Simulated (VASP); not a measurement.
```
CELL_PARAMETERS angstrom
      0.00000     3.73680     3.73680
      3.73680     0.00000     3.73680
      3.73680     3.73680     0.00000
ATOMIC_POSITIONS crystal
  Cs 0.00000 0.00000 0.00000
  Cl 0.50000 0.50000 0.50000
```

Calculation: PBEsol GGA, VASP's PBE PAW potentials (set 64) (plane waves; VASP). Run with 400 eV cut-off, 6×6×6 Γ-centred mesh, Gaussian smearing of 0.050 eV, potentials Cs_sv Cl.

Energy and stress use the plane-wave basis of the starting cell.

Q: The ions, cell shape and volume are relaxed. What does this cell relax into?

A: 
```
CELL_PARAMETERS angstrom
      0.00000     3.45062     3.45062
      3.45062     0.00000     3.45062
      3.45062     3.45062     0.00000
ATOMIC_POSITIONS crystal
  Cs 0.00000 0.00000 0.00000
  Cl 0.50000 0.50000 0.50000
```
Space group Fm-3m (225), at a tolerance of 0.03 Å.

Q: How do energy and volume change from the first to the last step?

A: The energy (σ→0) changes by -83.9 meV/atom and the volume by -21.3 %, in 5 ionic steps.

The structure was generated: CsCl was put into the rock salt type (Fm-3m), which need not be its known phase. This run relaxes it. Symmetry was kept, so distortions that lower it aren't found.
